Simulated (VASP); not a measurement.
```
AlTi
1.0
    2.76714     0.00000     0.00000
    0.00000     2.76714     0.00000
    0.00000     0.00000     3.98774
Ti Al
1 1
Cartesian
  1.38357   1.38357   1.99387
  0.00000   0.00000   0.00000
```

Computed with LDA (Ceperley-Alder, Perdew-Zunger), VASP's LDA PAW potentials (set 64) (plane waves; VASP). Settings: 400 eV cut-off, 15×15×10 Γ-centred mesh, tetrahedra with Blöchl corrections, potentials Ti_sv Al.

Problem. Tabulate the total density of states (states/eV per cell) against energy (eV; zero at the valence-band maximum or, without a gap, the Fermi level).

Solution. 
```tsv
E (eV)	DOS (states/eV)
-9.91	0.00
-9.37	0.00
-8.82	0.13
-8.28	0.22
-7.73	0.34
-7.08	0.38
-6.54	0.39
-5.99	0.41
-5.45	0.45
-4.90	0.56
-4.36	0.42
-3.81	0.56
-3.16	0.67
-2.61	1.04
-2.07	1.36
-1.52	2.43
-0.98	0.89
-0.43	1.87
0.11	1.57
0.66	0.96
1.20	2.02
1.85	2.92
2.40	2.47
2.94	0.95
3.49	0.68
```
Within 2 eV below the Fermi level the largest weight inside VASP's projection spheres is Ti d.

The structure comes from a computed database's TiAl entry (P4/mmm); how it stands against other phases isn't given here. It was relaxed first. The electron count is odd and the run is not spin-polarised, which forces a metal.
